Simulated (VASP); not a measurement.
Here is the system:

```
CELL_PARAMETERS angstrom
      0.00000     2.29877     2.29877
      2.29877     0.00000     2.29877
      2.29877     2.29877     0.00000
ATOMIC_POSITIONS crystal
  B  0.00000 0.00000 0.00000
  P  0.25000 0.25000 0.25000
```

Method: optB88-vdW, VASP's PBE PAW potentials (set 64) (plane waves; VASP). Numerical set-up: 520 eV cut-off, 10×10×10 Γ-centred mesh, Gaussian smearing of 0.050 eV, potentials B P.

Predict the energy per atom (σ→0), pressure.

```
Property                       Result
---------------------  --------------
energy per atom (σ→0)  -5.411 eV/atom
pressure                    -4.49 GPa
```

The compound is BP in the zinc blende structure. This cell is one point of a volume scan, at 1.03 of the reference volume.
